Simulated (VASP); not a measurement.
# Band gap of GaSb at several levels of theory, part 3 of 3

How does the band gap of GaSb depend on the functional? The starting structure is a measured crystal structure from the Crystallography Open Database. Cell and atoms stay as given. Meshes and data sets differ where the inputs say so.

VASP 6.6.1.

Results so far: LDA no gap; PBE 0.031 eV; r2SCAN 0.449 eV; TB-mBJ 0.870 eV; LDA + spin-orbit coupling no gap; r2SCAN + spin-orbit coupling 0.230 eV; TB-mBJ + spin-orbit coupling 0.658 eV.

The database entry behind the starting cell differs from later determinations by our own check (about 0.4 % long), so it need not match the best structure at ambient conditions.

### Step 9. Bands with HSE06

Level of this step: HSE06; plane waves and PAW (Sb, Ga_d) (VASP).

HSE06 mixes in a quarter of exact exchange at short range, at far higher cost; in semiconductors this cures much of the gap error, while metals seldom gain. This run uses a 4×4×4 mesh. Its starting orbitals come from a semilocal run on the same mesh, not shown.

The input, INCAR:

```
SYSTEM = GaSb
PREC = Accurate
ENCUT = 350
EDIFF = 1E-06
NELM = 100
ISMEAR = 0
SIGMA = 0.03
LREAL = .FALSE.
ALGO = Normal
LHFCALC = .TRUE.
AEXX = 0.25
GGA = PE
HFSCREEN = 0.2
LASPH = .TRUE.
NBANDS = 15
PRECFOCK = Fast
LORBIT = 11
LWAVE = .FALSE.
LCHARG = .FALSE.
KPAR = 4
```

The input, POSCAR:

```
GaSb
1.0
    0.0000000000      3.0590000000      3.0590000000
    3.0590000000      0.0000000000      3.0590000000
    3.0590000000      3.0590000000      0.0000000000
Sb Ga
1 1
Direct
    0.7500000000      0.7500000000      0.7500000000
    0.0000000000      0.0000000000      0.0000000000
```

The input, KPOINTS:

```
Automatic mesh
0
Gamma
4 4 4
0 0 0
```

The input, KPOINTS_OPT:

```
Line mode
10
Line-mode
Reciprocal
  0.00000000   0.00000000   0.00000000 GAMMA
  0.50000000   0.00000000   0.50000000 X

  0.50000000   0.00000000   0.50000000 X
  0.50000000   0.25000000   0.75000000 W

  0.50000000   0.25000000   0.75000000 W
  0.37500000   0.37500000   0.75000000 K

  0.37500000   0.37500000   0.75000000 K
  0.00000000   0.00000000   0.00000000 GAMMA

  0.00000000   0.00000000   0.00000000 GAMMA
  0.50000000   0.50000000   0.50000000 L

  0.50000000   0.50000000   0.50000000 L
  0.62500000   0.25000000   0.62500000 U

  0.62500000   0.25000000   0.62500000 U
  0.50000000   0.25000000   0.75000000 W

  0.50000000   0.25000000   0.75000000 W
  0.50000000   0.50000000   0.50000000 L

  0.50000000   0.50000000   0.50000000 L
  0.37500000   0.37500000   0.75000000 K

  0.62500000   0.25000000   0.62500000 U
  0.50000000   0.00000000   0.50000000 X
```

PAW data sets: Sb and Ga_d (PBE family, release 64).

The run is started by

```console
$ mpirun -np 4 vasp_std
```

Numbers of over 12 decimals in the logs are rounded to 6 here.

The log of the run:

```text
[banner, memory and clock lines left out]
running    4 mpi-ranks, on    1 nodes
[...]
LDA part: xc-table for (Slater+PW92), standard interpolation
 found WAVECAR, reading the header
 POSCAR, INCAR and KPOINTS ok, starting setup
[...]
reading WAVECAR
 the WAVECAR file was read successfully
 initial charge from wavefunction
 entering main loop
       N       E                     dE             d eps       ncg     rms          rms(c)
DAV:   1    -0.880632831882E+01   -0.88063E+01   -0.29847E+00   328   0.201E+01    0.185E+01
DAV:   2    -0.881322718667E+01   -0.68989E-02   -0.95754E-02   352   0.368E+00    0.127E+01
DAV:   3    -0.880832489397E+01    0.49023E-02   -0.90384E-03   311   0.149E+00    0.767E+00
DAV:   4    -0.880696589769E+01    0.13590E-02   -0.12692E-03   296   0.408E-01    0.458E+00
DAV:   5    -0.880659669724E+01    0.36920E-03   -0.34180E-04   268   0.140E-01    0.272E+00
DAV:   6    -0.880649819463E+01    0.98503E-04   -0.77543E-05   275   0.678E-02    0.161E+00
[...]
DAV:   8    -0.880646081387E+01    0.84014E-05   -0.49827E-06   268   0.172E-02    0.561E-01
DAV:   9    -0.880645994152E+01    0.87234E-06   -0.19190E-06   289   0.894E-03
   1 F= -.88064599E+01 E0= -.88064599E+01  d E =-.969339E-16
 Start KPOINTS_OPT (optional k-point list driver)
k-point batch [1-8\100]
       N       E                     dE             ncg
DAV:   1    -0.240449236109E+03   -0.16784E+04      240
DAV:   2    -0.987413378723E+03   -0.74696E+03      254
DAV:   3    -0.104690746795E+04   -0.59494E+02      296
DAV:   4    -0.104844590075E+04   -0.15384E+01      304
DAV:   5    -0.104847793144E+04   -0.32031E-01      342
DAV:   6    -0.104847892673E+04   -0.99530E-03      349
DAV:   7    -0.104847893751E+04   -0.10773E-04      327
DAV:   8    -0.104847893768E+04   -0.17278E-06      246
[...]
k-point batch [97-100\100]
       N       E                     dE             ncg
DAV:   1     0.192486304050E+04   -0.22001E+04      120
DAV:   2     0.157821597477E+04   -0.34665E+03      120
DAV:   3     0.155511210449E+04   -0.23104E+02      148
DAV:   4     0.155466205610E+04   -0.45005E+00      177
DAV:   5     0.155465107832E+04   -0.10978E-01      193
DAV:   6     0.155465096577E+04   -0.11255E-03      184
DAV:   7     0.155465096385E+04   -0.19188E-05      184
DAV:   8     0.155465096380E+04   -0.53498E-07      144
```

Run time: 9.3 min. Hardware: 4 MPI ranks of AMD EPYC 7R43, shared host; peak memory 0.96 GiB.

From OUTCAR (step 9):

```text
 POSITION                                       TOTAL-FORCE (eV/Angst)
 -----------------------------------------------------------------------------------
      4.58850      4.58850      4.58850        -0.000000      0.000000     -0.000000
      0.00000      0.00000      0.00000         0.000000     -0.000000      0.000000
 -----------------------------------------------------------------------------------
    total drift:                               -0.000016     -0.000029     -0.000024

  FREE ENERGIE OF THE ION-ELECTRON SYSTEM (eV)
  ---------------------------------------------------
  free  energy   TOTEN  =        -8.8064599415 eV

  energy  without entropy=       -8.8064599415  energy(sigma->0) =       -8.80645994

[... 1 part as in an earlier step ...]

[... 2 further parts left out ...]
[key lines of the parts left out:]
E-fermi :   4.6317
```

HSE06 gives a direct gap of 0.917 eV.

### Step 10. Bands with PBE0

PBE0 keeps a quarter of exact exchange at all ranges; it tends to overshoot small gaps. This run uses a 4×4×4 mesh. It starts from the orbitals of an earlier run, not shown.

INCAR, as its differences from that of step 9:

```diff
@@ -12,3 +12,2 @@
 GGA = PE
-HFSCREEN = 0.2
 LASPH = .TRUE.
@@ -16,2 +15,3 @@
 PRECFOCK = Fast
+HFRCUT = -1
 LORBIT = 11
```

POSCAR is that of step 9.

KPOINTS is that of step 9.

KPOINTS_OPT is that of step 9.

The run is started by

```console
$ mpirun -np 4 vasp_std
```

The log of the run:

```text
[banner, memory and clock lines left out]
running    4 mpi-ranks, on    1 nodes
[...]
LDA part: xc-table for (Slater+PW92), standard interpolation
 found WAVECAR, reading the header
 POSCAR, INCAR and KPOINTS ok, starting setup
[...]
HFRCUT set to (new)   9.563568
 reading WAVECAR
 the WAVECAR file was read successfully
 initial charge from wavefunction
 entering main loop
       N       E                     dE             d eps       ncg     rms          rms(c)
DAV:   1    -0.963554634324E+01   -0.96355E+01   -0.29862E+00   328   0.197E+01    0.190E+01
DAV:   2    -0.966220606563E+01   -0.26660E-01   -0.98488E-02   353   0.347E+00    0.133E+01
DAV:   3    -0.965782585353E+01    0.43802E-02   -0.93976E-03   303   0.150E+00    0.811E+00
DAV:   4    -0.965641499609E+01    0.14109E-02   -0.12480E-03   296   0.421E-01    0.484E+00
[...]
DAV:   8    -0.965586498939E+01    0.83398E-05   -0.54496E-06   268   0.190E-02    0.600E-01
DAV:   9    -0.965586385417E+01    0.11352E-05   -0.20912E-06   282   0.959E-03    0.354E-01
DAV:  10    -0.965586468321E+01   -0.82904E-06   -0.72043E-07   225   0.512E-03
   1 F= -.96558647E+01 E0= -.96558647E+01  d E =-.268143E-24
 Start KPOINTS_OPT (optional k-point list driver)
k-point batch [1-8\100]
       N       E                     dE             ncg
DAV:   1    -0.266251707281E+03   -0.17042E+04      240
DAV:   2    -0.103988331408E+04   -0.77363E+03      254
DAV:   3    -0.110142599554E+04   -0.61543E+02      296
DAV:   4    -0.110295545319E+04   -0.15295E+01      304
DAV:   5    -0.110298879737E+04   -0.33344E-01      342
DAV:   6    -0.110298993573E+04   -0.11384E-02      349
DAV:   7    -0.110298994844E+04   -0.12714E-04      335
DAV:   8    -0.110298994864E+04   -0.19682E-06      246
[...]
k-point batch [97-100\100]
       N       E                     dE             ncg
DAV:   1     0.190599473483E+04   -0.22190E+04      120
DAV:   2     0.155029108436E+04   -0.35570E+03      120
DAV:   3     0.152669718926E+04   -0.23594E+02      148
DAV:   4     0.152623369148E+04   -0.46350E+00      177
DAV:   5     0.152622231345E+04   -0.11378E-01      193
DAV:   6     0.152622219621E+04   -0.11725E-03      184
DAV:   7     0.152622219410E+04   -0.21010E-05      184
DAV:   8     0.152622219404E+04   -0.60602E-07      144
```

Wall time 11 min (4 MPI ranks); peak memory 0.6 GiB; 43 min of CPU time.

Parts of OUTCAR (step 10):

```text
 POSITION                                       TOTAL-FORCE (eV/Angst)
 -----------------------------------------------------------------------------------
      4.58850      4.58850      4.58850        -0.000000      0.000000     -0.000000
      0.00000      0.00000      0.00000         0.000000     -0.000000      0.000000
 -----------------------------------------------------------------------------------
    total drift:                                0.000031     -0.000002      0.000011

  FREE ENERGIE OF THE ION-ELECTRON SYSTEM (eV)
  ---------------------------------------------------
  free  energy   TOTEN  =        -9.6558646832 eV

  energy  without entropy=       -9.6558646832  energy(sigma->0) =       -9.65586468

[... 2 parts as in an earlier step ...]

[... 1 further part left out ...]
[key lines of the parts left out:]
E-fermi :   4.3581
```

PBE0 gives a direct gap of 1.557 eV.

### Step 11. The runs compared

| level | gap (eV) | least direct gap (eV) | mesh | core minutes |
| --- | --- | --- | --- | --- |
| LDA | none | - | 6×6×6 | 1.17 |
| PBE | 0.031 | 0.031 | 6×6×6 | 1.12 |
| r2SCAN | 0.449 | 0.449 | 6×6×6 | 5.2 |
| TB-mBJ | 0.87 | 0.87 | 6×6×6 | 3.73 |
| LDA + spin-orbit coupling | none | - | 6×6×6 | 4.87 |
| r2SCAN + spin-orbit coupling | 0.23 | 0.23 | 6×6×6 | 25.0 |
| TB-mBJ + spin-orbit coupling | 0.658 | 0.658 | 6×6×6 | 9.2 |
| HSE06 | 0.917 | 0.917 | 4×4×4 | 37.1 |
| PBE0 | 1.557 | 1.557 | 4×4×4 | 43.5 |

Core minutes are wall time times ranks of the run shown, on a shared host.

### Step 12. Outcome

| Quantity | Value |
| --- | --- |
| gap, LDA | no gap |
| gap, PBE | 0.031 eV |
| gap, r2SCAN | 0.449 eV |
| gap, TB-mBJ | 0.870 eV |
| gap, LDA + spin-orbit coupling | no gap |
| gap, r2SCAN + spin-orbit coupling | 0.230 eV |
| gap, TB-mBJ + spin-orbit coupling | 0.658 eV |
| gap, HSE06 | 0.917 eV |
| gap, PBE0 | 1.557 eV |

In words: Without spin-orbit coupling the gap of GaSb runs from 0.031 eV (PBE) to 1.557 eV (PBE0), while LDA gives none. HSE06 gives +0.89 eV from PBE, on another mesh, which alone can move a gap by some hundredths of an eV. TB-mBJ lies -0.05 eV from HSE06, on another mesh, which alone can move a gap by some hundredths of an eV. Spin-orbit coupling changes the r2SCAN gap by -0.219 eV. Spin-orbit coupling changes the TB-mBJ gap by -0.212 eV. Where a semilocal level gives no gap or a very small one, its bands may be inverted, and differences from it then say little. LASPH is on in some of these runs and off in others, which adds a little to the differences. These are gaps between Kohn-Sham or generalised Kohn-Sham levels of a static lattice, without excitons or temperature. Further runs on this material are not shown.

[Lines on the potential files, build, host, timing and source positions are cut from VASP's logs without a mark.]

[Logs are printed without paths, hosts, clocks, repeated set-up lines and the standing remarks that a program may print on its own settings, such as how far it seeks lower states.]

[Hosts, paths, dates, database ids (printed as entryN), source tags and the programs' standing remarks are cut or masked in the printed files.]
